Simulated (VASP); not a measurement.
Energy against volume of BaHfO₃ (cubic perovskite). Calculation: optB88-vdW, VASP's PBE PAW potentials (set 64) (plane waves; VASP).

```tsv
V (Å³/atom)	E (eV/atom)
13.816	-6.95132
14.257	-6.97533
14.698	-6.98303
15.139	-6.97694
15.580	-6.95911
```

Fit a third-order Birch-Murnaghan equation of state.

| Quantity | Value |
|---|---|
| volume per atom | 14.71 Å³/atom |
| bulk modulus | 166 GPa |
| pressure derivative of the bulk modulus | 4.48 |
| lattice constant a | 4.190 Å |

Measured: a 4.171 Å (computed value off by +0.5 %), as given by Zhao et al., (2008), arXiv:0809.3506. The calculation is for a static lattice, while the measured a holds thermal and zero-point effects, which are part of the difference.

The compound is BaHfO3 in the cubic perovskite structure. It was relaxed first.
